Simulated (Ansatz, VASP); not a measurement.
## Sn in two plane-wave programs

Wanted: the spread between two codes on one cell, functional and k mesh.

Main program and level: Ansatz 0.2.0; plane waves, with VASP 6.6.1 beside it; relaxation of cell and atoms at LDA.

The database entry behind the starting cell differs from later determinations by our own check (about 0.3 % short, nanocrystals), so it need not match the best structure at ambient conditions.

### Step 1. The structure

The structure is cubic, space group Fd-3m (No. 227). Conventional cell: a = 6.467 Å, b = 6.467 Å, c = 6.467 Å, α = 90.00°, β = 90.00°, γ = 90.00°. Nearest to Sn lie 4 Sn at 2.80 Å.

### Step 2. VASP: relaxation of cell and atoms, LDA

The relaxed volume is the usual yardstick between codes: its relative difference is about their pressure difference at one cell divided by the bulk modulus.

Lines of VASP's logs that name or quote its potential files are left out, and so is its time.

Input file INCAR:

```
SYSTEM = Sn
PREC = Accurate
ENCUT = 520
EDIFF = 1E-06
NELM = 100
ISMEAR = -1
SIGMA = 0.05
LREAL = .FALSE.
ALGO = Normal
GGA = CA
NBANDS = 20
LORBIT = 11
LWAVE = .FALSE.
LCHARG = .FALSE.
KPAR = 2
IBRION = 2
NSW = 60
ISIF = 3
EDIFFG = -0.01
```

Input file POSCAR:

```
Sn
1.0
    0.0000000000      3.2333428000      3.2333428000
    3.2333428000      0.0000000000      3.2333428000
    3.2333428000      3.2333428000      0.0000000000
Sn
2
Direct
    0.0000000000      0.0000000000      0.0000000000
    0.2500000000      0.2500000000      0.2500000000
```

Input file KPOINTS:

```
Automatic mesh
0
Gamma
6 6 6
0 0 0
```

Potentials, in the order of the species: Sn_d (PBE family, release 64).

The run is started by

```sh
mpirun -np 2 vasp_std
```

Numbers of over 12 decimals in the logs are rounded to 6 here.

What it wrote:

```text
[banner, memory and clock lines left out]
running    2 mpi-ranks, on    1 nodes
 distrk:  each k-point on    1 cores,    2 groups
 distr:  one band on    1 cores,    1 groups

 POSCAR found type information on POSCAR Sn
 POSCAR found :  1 types and       2 ions
|                                                                             |
|               ----> ADVICE to this user running VASP <----                  |
|                                                                             |
|     You enforced a specific xc type in the INCAR file but a different       |
|     [... a line on the potential file left out ...]
|     I HOPE YOU KNOW WHAT YOU ARE DOING!                                     |
|                                                                             |

 LDA part: xc-table for (Slater(with rela. corr.)+CA(PZ))
 , standard interpolation
 POSCAR, INCAR and KPOINTS ok, starting setup
 FFT: planning ... GRIDC
 FFT: planning ... GRID_SOFT
 FFT: planning ... GRID
 WAVECAR not read
 entering main loop
       N       E                     dE             d eps       ncg     rms          rms(c)
DAV:   1     0.224826873102E+03    0.22483E+03   -0.14538E+04   648   0.201E+03
DAV:   2     0.150810022116E+02   -0.20975E+03   -0.20638E+03   644   0.457E+02
DAV:   3    -0.834088967092E+01   -0.23422E+02   -0.23288E+02   720   0.144E+02
DAV:   4    -0.912741222177E+01   -0.78652E+00   -0.78611E+00   724   0.295E+01
DAV:   5    -0.916169287199E+01   -0.34281E-01   -0.34280E-01   900   0.571E+00    0.341E+00
DAV:   6    -0.904247358350E+01    0.11922E+00   -0.82146E-02   856   0.405E+00    0.182E+00
DAV:   7    -0.898946921563E+01    0.53004E-01   -0.81931E-02   756   0.333E+00    0.188E-01
DAV:   8    -0.898959566820E+01   -0.12645E-03   -0.10193E-02   704   0.120E+00    0.647E-02
DAV:   9    -0.898971660755E+01   -0.12094E-03   -0.29582E-04   756   0.130E-01    0.946E-03
DAV:  10    -0.898972068468E+01   -0.40771E-05   -0.14562E-05   892   0.374E-02    0.460E-03
DAV:  11    -0.898972085042E+01   -0.16574E-06   -0.55291E-07   480   0.776E-03
   1 F= -.89897209E+01 E0= -.89886782E+01  d E =-.898972E+01
 curvature:   0.00 expect dE= 0.000E+00 dE for cont linesearch  0.000E+00
 trial: gam= 0.00000 g(F)=  0.262E-48 g(S)=  0.639E-03 ort = 0.000E+00 (trialstep = 0.100E+01)
 search vector abs. value=  0.639E-03
 bond charge predicted
       N       E                     dE             d eps       ncg     rms          rms(c)
DAV:   1    -0.900431031332E+01   -0.14590E-01   -0.30396E-01   748   0.905E+00    0.636E-01
DAV:   2    -0.899268215105E+01    0.11628E-01   -0.19870E-02   824   0.233E+00    0.282E-01
DAV:   3    -0.899004607869E+01    0.26361E-02   -0.78135E-03   860   0.138E+00    0.402E-02
DAV:   4    -0.898991292862E+01    0.13315E-03   -0.36332E-04   740   0.235E-01    0.120E-02
DAV:   5    -0.898989924940E+01    0.13679E-04   -0.20078E-05   904   0.473E-02    0.495E-03
DAV:   6    -0.898989766596E+01    0.15834E-05   -0.19144E-06   440   0.196E-02    0.246E-03
DAV:   7    -0.898989749191E+01    0.17405E-06   -0.24874E-07   384   0.446E-03
   2 F= -.89898975E+01 E0= -.89888266E+01  d E =-.176641E-03
 trial-energy change:   -0.000177  1 .order   -0.000165   -0.000639    0.000309
 step:   0.6897(harm=  0.6739)  dis= 0.00000  next Energy=    -8.989945 (dE=-0.224E-03)
 bond charge predicted
       N       E                     dE             d eps       ncg     rms          rms(c)
DAV:   1    -0.899132029768E+01   -0.14226E-02   -0.28896E-02   744   0.276E+00    0.197E-01
DAV:   2    -0.899020336639E+01    0.11169E-02   -0.19238E-03   824   0.726E-01    0.872E-02
DAV:   3    -0.898995218723E+01    0.25118E-03   -0.73402E-04   844   0.424E-01    0.126E-02
DAV:   4    -0.898993927784E+01    0.12909E-04   -0.33580E-05   712   0.710E-02    0.362E-03
DAV:   5    -0.898993803475E+01    0.12431E-05   -0.16930E-06   504   0.138E-02    0.155E-03
DAV:   6    -0.898993790358E+01    0.13118E-06   -0.43434E-07   356   0.103E-02
   3 F= -.89899379E+01 E0= -.89888770E+01  d E =-.217053E-03
 curvature:  -0.34 expect dE=-0.220E-08 dE for cont linesearch -0.220E-08
 trial: gam=-0.00319 g(F)=  0.953E-49 g(S)=  0.653E-08 ort = 0.204E-05 (trialstep = 0.938E+00)
 search vector abs. value=  0.100E-09
 reached required accuracy - stopping structural energy minimisation
```

Parts of OUTCAR (step 2):

```text
ion  position               nearest neighbor table
   1  0.000  0.000  0.000-   2 2.80   2 2.80   2 2.80   2 2.80
   2  0.250  0.250  0.250-   1 2.80   1 2.80   1 2.80   1 2.80

  LATTYP: Found a face centered cubic cell.
 ALAT       =     6.4666856000

 Subroutine GETGRP returns: Found 48 space group operations
 (whereof 24 operations were pure point group operations)

The static configuration has the point symmetry T_d .
 The point group associated with its full space group is O_h .

 Found     16 irreducible k-points:

   k-points           NKPTS =     16   k-points in BZ     NKDIM =     16   number of bands    NBANDS=     20

   dimension x,y,z NGX =    36 NGY =   36 NGZ =   36
   dimension x,y,z NGXF=    72 NGYF=   72 NGZF=   72

   ENCUT  =  520.0 eV  38.22 Ry    6.18 a.u.   8.50  8.50  8.50*2*pi/ulx,y,z

   NELECT =      28.0000    total number of electrons

 k-points in reciprocal lattice and weights: Automatic mesh
   0.00000000  0.00000000  0.00000000       0.005
   0.16666667  0.00000000  0.00000000       0.037
   0.33333333  0.00000000  0.00000000       0.037
   0.50000000  0.00000000  0.00000000       0.019
   0.16666667  0.16666667  0.00000000       0.028
   0.33333333  0.16666667  0.00000000       0.111
   0.50000000  0.16666667  0.00000000       0.111
  -0.33333333  0.16666667  0.00000000       0.111
  -0.16666667  0.16666667  0.00000000       0.056
[...]
-0.33333333  0.33333333  0.16666667       0.111
  -0.33333333  0.50000000  0.16666667       0.056

 average (electrostatic) potential at core
       1-101.2318       2-101.2318

 E-fermi :   5.2942

 k-point     1 :       0.0000    0.0000    0.0000
  band No.  band energies     occupation
    ...
      8     -15.7610      2.00000
      9     -15.7499      2.00000
     10     -15.7499      2.00000
     11      -5.3003      2.00000
     12       4.6385      2.00000
     13       5.4817      0.04589
     14       5.4817      0.04589
     15       5.4817      0.04589
     16       7.5412      0.00000
     17       7.5412      0.00000
    ...

 k-point     2 :       0.1667    0.0000    0.0000
  band No.  band energies     occupation
    ...
     10     -15.7241      2.00000
     11      -5.0319      2.00000
     12       2.5291      2.00000
     13       5.0332      1.98923
     14       5.0332      1.98923
     15       5.8830      0.00002
     16       8.1096      0.00000
     17       8.1096      0.00000
     18       8.7015      0.00000
     19      11.4052      0.00000
    ...

 k-point     3 :       0.3333    0.0000    0.0000
  band No.  band energies     occupation
    ...
     10     -15.7070      2.00000
     11      -4.2943      2.00000
     12       0.2135      2.00000
     13       4.4746      2.00000
     14       4.4746      2.00000
     15       5.4772      0.05019
     16       8.5992      0.00000
     17       8.5992      0.00000
     18      10.9507      0.00000
     19      11.4572      0.00000
    ...

  Total        0.0003004      0.0003004      0.0003004      0.0000000     -0.0000000      0.0000000
  in kB        0.0070860      0.0070860      0.0070860      0.0000000     -0.0000000      0.0000000
  external PRESSURE =       0.0070860 kB  Pullay stress =       0.0000000 kB

  energy-cutoff  :      520.00
  volume of cell :       67.92
      direct lattice vectors                 reciprocal lattice vectors
    -0.000000000  3.238398576  3.238398576    -0.154397301  0.154397301  0.154397301
     3.238398576  0.000000000  3.238398576     0.154397301 -0.154397301  0.154397301
     3.238398576  3.238398576 -0.000000000     0.154397301  0.154397301 -0.154397301

 POSITION                                       TOTAL-FORCE (eV/Angst)
 -----------------------------------------------------------------------------------
      0.00000      0.00000      0.00000         0.000000      0.000000      0.000000
      1.61920      1.61920      1.61920        -0.000000     -0.000000     -0.000000
 -----------------------------------------------------------------------------------
    total drift:                                0.000000      0.000000      0.000000

  FREE ENERGIE OF THE ION-ELECTRON SYSTEM (eV)
  ---------------------------------------------------
  free  energy   TOTEN  =        -8.9899379036 eV

  energy  without entropy=       -8.9878160762  energy(sigma->0) =       -8.98887699

 reached required accuracy - stopping structural energy minimisation

 total charge
# of ion       s       p       d       tot
------------------------------------------
    1        1.161   1.223   9.976  12.359
    2        1.161   1.223   9.976  12.359
--------------------------------------------------
tot          2.323   2.445  19.951  24.719

[... 3 further parts left out ...]
```

The PAW data sets were made with PBE, though LDA sets exist; this is a small mismatch.

### Step 3. Ansatz: relaxation of cell and atoms, LDA

Ansatz runs on its default PAW (the set named soft_2) files.

The same cell, functional (in two slightly different forms), mesh and smearing now go to Ansatz, which takes its cutoff from its data sets.

Input file input.yaml:

```yaml
crystal:
  lattice:
    - [0.0, 3.2333428, 3.2333428]
    - [3.2333428, 0.0, 3.2333428]
    - [3.2333428, 3.2333428, 0.0]
  atoms:
    - { symbol: Sn, position: [0.0, 0.0, 0.0] }
    - { symbol: Sn, position: [0.25, 0.25, 0.25] }
hamiltonian:
  xc: lda
  pseudopotentials: { kind: paw }
kpoints:
  mp_grid: { grid: [6, 6, 6] }
scf:
  occupations: { method: fermi_dirac, width: 0.05 }
relax:
  f_tol: 0.01
  max_steps: 60
  cell: { stress_tol: 0.05 }
output:
  forces: true
  stress: true
```

The run is started by

```sh
ansatz run input.yaml --threads 4 --pin off --max-ram 9216MiB --backend cpu --events-out ev --progress --plain --runs-dir out
```

What it wrote:

```text
Engine: ansatz 0.2.0, aarch64-unknown-linux-gnu
Pseudopotentials: kind: paw
Pseudopotential: Sn, paw, valence charge 14, recommended cutoff 420 eV (normal), Sn.paw.azcp
Functional definition: SPW92
  exchange = slater_x
  correlation = pw_c
Crystal: 2 atoms, lattice volume = 67.606 Å³
Basis set: ecut = 420 eV, 1363 PW (Γ)
Bands: 18, of which v1, the nominal top of the filled ones, is band 14 counted from 1 (13 counted from 0)
Symmetry: 48 space group operations
Space group: Fd-3m (ITA 227), of the structure as read, at distance tolerance 4.1e-5 Å
k-points: 16 of 216
Non-local potential: Sn, projectors of the file, l = 0: 2, l = 1: 2, l = 2: 2, l = 3: 2
PAW form: soft (Blöchl's): semilocal exchange-correlation on the pseudo side does not see the compensation charge
PAW frozen core: Sn, regenerated for the run's functional, and the local potential with it (the file was generated under x = pbe(κ = 0.804, μ = 0.219515), c = pbe(β = 0.066725))
PAW one-centre angular grid: Sn, 590 points (default); XC on 64 Gauss nodes
Initial density: superposition of atomic densities (neutral atoms: chi_scale 0, normalization atom), corrected by the library's trained network
Initial wavefunctions: pseudopotential atomic-orbital guess
Functional: x = slater, c = lda
SCF iter   1: F=—  HF=-11758.998627 eV  |F-HF|=—  |Δ(HF+E_count)|=         —  Δρ=6.04e-3  dr2=1.05e-2  ethr=1.77e-3  ⟨swp⟩=6.1  Hψ=1562  notcnv=0
preconditioner: auto → none  [insulator: Δε(μ)=0.267 eV  Ē_g=20.022 eV  σ=0.050 eV  W_gap=0.54  n_scr=14 (ndim 8)  ℏωp=23.9 eV  f_vac=0.091  D(μ)=0.25/eV (n_scr^D=0)  ε∞_Penn≈2.4]
SCF iter   2: F=—  HF=-11758.994095 eV  |F-HF|=—  |Δ(HF+E_count)|=   4.53e-3  Δρ=1.86e-3  dr2=9.54e-4  ethr=3.76e-5  ⟨swp⟩=2.0  Hψ=697  notcnv=0
SCF iter   3: F=—  HF=-11758.994069 eV  |F-HF|=—  |Δ(HF+E_count)|=   2.56e-5  Δρ=5.27e-4  dr2=8.00e-5  ethr=3.41e-6  ⟨swp⟩=1.1  Hψ=290  notcnv=0
SCF iter   4: F=—  HF=-11758.994084 eV  |F-HF|=—  |Δ(HF+E_count)|=   1.45e-5  Δρ=2.57e-5  dr2=4.76e-7  ethr=2.86e-7  ⟨swp⟩=1.1  Hψ=290  notcnv=0
iter 5 did not close the SCF: its close was put off for the readings that it lacked (scf_convergence_deferred on its scf_iter line)
SCF iter   5: F=-11758.994084 eV  HF=-11758.994084 eV  |F-HF|=5.35e-10  |Δ(HF+E_count)|=   1.90e-7  Δρ=2.13e-6  dr2=3.78e-9  ethr=1.70e-9  ⟨swp⟩=2.3  Hψ=357  notcnv=0
SCF iter   6: F=-11758.994084 eV  HF=-11758.994084 eV  |F-HF|=5.09e-11  |Δ(HF+E_count)|=  3.09e-10  Δρ=2.06e-7  dr2=4.19e-11  ethr=1.35e-11  ⟨swp⟩=2.0  Hψ=922  notcnv=0
SCF 1 converged in 6 iterations: F = -11758.994084 eV  dr2 = 4.19e-11
  greatest PAW one-centre occupation: 0.992 electrons in one spin orbital (limit 2), on the Sn atom at site 1 (counted from 0), in its partial waves of l = 2
relax step   1: F+E_penalty+E_count = -11758.99408373 eV  Δ(F+E_penalty+E_count) = +0.000e0 eV  max|allowed force component| = 6.939e-18 eV/Å  Δτ_max = 0.0000 Å  P = +0.207 GPa  Ω = 67.606 Å³  (6 SCF iters, dr2 threshold 1.00e-7 eV, accepted)
[...]
relax step   2: F+E_penalty+E_count = -11758.99413366 eV  Δ(F+E_penalty+E_count) = -4.993e-5 eV  max|allowed force component| = 3.094e-17 eV/Å  Δτ_max = 0.0000 Å  P = -0.124 GPa  Ω = 68.102 Å³  energy of the carried Pulay correction = -7.442e-5 eV  (3 SCF iters, dr2 threshold 1.07e-7 eV, accepted)
[...]
relax step   3: F+E_penalty+E_count = -11758.99423459 eV  Δ(F+E_penalty+E_count) = -1.009e-4 eV  max|allowed force component| = 3.469e-17 eV/Å  Δτ_max = 0.0000 Å  P = -0.001 GPa  Ω = 67.915 Å³  energy of the carried Pulay correction = -4.645e-5 eV  (3 SCF iters, dr2 threshold 3.84e-8 eV, accepted)
[...]
relax step   4: F+E_penalty+E_count = -11758.99427903 eV  Δ(F+E_penalty+E_count) = -4.443e-5 eV  max|allowed force component| = 5.089e-17 eV/Å  Δτ_max = 0.0000 Å  P = -0.001 GPa  Ω = 67.915 Å³  stress off target by 1.13e-3 GPa  SCF on the basis re-selected at this cell (its energy is not comparable with the rows above)  (4 SCF iters)
basis re-selected at this cell: Δ(F+E_penalty+E_count) = -4.443e-5 eV, ΔP = -0.000 GPa vs the last step (what re-selecting the basis moved, of the pressure what is left beyond the Pulay correction that the steps carried, after the strain that the cell walked since its last selection, with what the two solves' SCF thresholds leave and, on support functions, any second-order correction that the steps lacked; it is no m [...]
SCF converged after 4 iterations
Free energy (F): -11758.994279 eV
Harris-Foulkes:  -11758.994279 eV  (|F-HF|=1.09e-11)
Internal energy: -11758.992068 eV  (E = F + TS)
E sigma→0 (E₀):  -11758.993174 eV
Entropy (-TS):   -0.002211 eV (-1.105 meV/atom)
Fermi energy:    7.460549 eV
--- Per-component energies (eV) ---
  E_band       = -253.817939
  E_kinetic    = 377.431337
  E_local      = -2304.895319  (includes V_loc(G=0)·N_el)
  E_nonlocal   = -55.285669
  E_hartree    = 1320.286486
  E_xc         = -757.226244
  E_vxc        = -196.418014  (∫ρ·V_xc dr)
  E_paw        = -7992.702484  (= ΣΔE_a)
  E_vpaw       = -715.223296  (= ΣTr[D̂ρ^β])
  E_aug_tail   = -0.000001  (compensation charges beyond the density's cutoff)
  E_ewald      = -2347.449971
  E_core_change = 0.849796  (= ΣΔE_core)
  E_smearing   = -0.002211  (= −TS)
  E_closure    = 0.000000  (closes the sum)
  Σ components = -11758.994279   (vs F -11758.994279, Δ=0.00e0)
--- Forces (eV/Å), atoms counted from 1 ---
  atom   1  Sn     0.00000000    -0.00000000    -0.00000000
  atom   2  Sn    -0.00000000    -0.00000000     0.00000000
  max |Σ_I F_I| component: 1.85e-17 eV/Å
--- Stress (GPa, compression-positive) ---
       -0.001126      -0.000000      -0.000000
       -0.000000      -0.001126       0.000000
       -0.000000       0.000000      -0.001126
  P = ⅓ Tr σ = -0.0011 GPa (-0.011 kbar)
--- Relaxed structure (3 steps of the walk, 3 accepted, 1 SCFs on fresh bases) ---
  F+E_penalty+E_count = -11758.99427903 eV   max|allowed force component| = 5.089e-17 eV/Å   (the final SCF, on the basis selected at the relaxed cell)
  cell:  # Å, volume = 67.9152 Å³
    - [0, 3.238264, 3.238264]
    - [3.238264, 0, 3.238264]
    - [3.238264, 3.238264, 0]
  atoms:
    - { symbol: Sn, position: [0, 0, 0] }
    - { symbol: Sn, position: [0.250000, 0.250000, 0.250000] }
```

Run time: 1.2 s. Hardware: 4 threads of Arm Neoverse V1, shared host; peak memory 0.32 GiB.

### Step 4. Differences

Known differences besides the potentials themselves: the two LDA forms differ slightly; both relaxations stop at a tolerance, which leaves soft axes loose, and VASP keeps its plane-wave basis; the cutoff is 420 eV in Ansatz and 520 eV in VASP; Ansatz makes its cores anew for this functional, VASP keeps those of its PBE data sets; VASP's log shows a relativistic correction to its local exchange, Ansatz's none; Ansatz adds a Pulay correction to the stress that steers its cell, VASP none. Total energies have different zeros and are not compared.

The two programs side by side:

```csv
quantity,Ansatz,VASP,difference
volume (Å³),67.92,67.92,-0.01 %
"edge a after relaxation, in the typed setting (Å)",4.580,4.580,+0.00 %
```

The walks stopped with 0.00 GPa left in Ansatz and 0.00 GPa in VASP; each walk ends within a tolerance, so the volume difference is uncertain by about these residues over the bulk modulus, most in soft cells.

### Step 5. What came out

```yaml
difference_in_volume_relaxation_of_cell_and_atoms_lda: -0.012 %
```

In words: The difference in volume is -0.012 % (relaxation of cell and atoms, LDA), within the 1.2 % picked in this series as the mark of a large difference, as far as the stopping tolerances let one tell. Such differences can come from data sets, numerical settings and the points named under the comparisons, not from the functional's error against experiment.

[Lines on the potential files, build, host, timing and source positions are cut from VASP's logs without a mark.]

[Logs are printed without paths, hosts, clocks, repeated set-up lines and the standing remarks that a program may print on its own settings, such as how far it seeks lower states.]

[Hosts, paths, dates, database ids (printed as entryN), source tags and the programs' standing remarks are cut or masked in the printed files.]

[VASP's PBE data sets in a run with another functional are called a small mismatch above; for pressures it isn't always small: they can move by 1 GPa and more.]
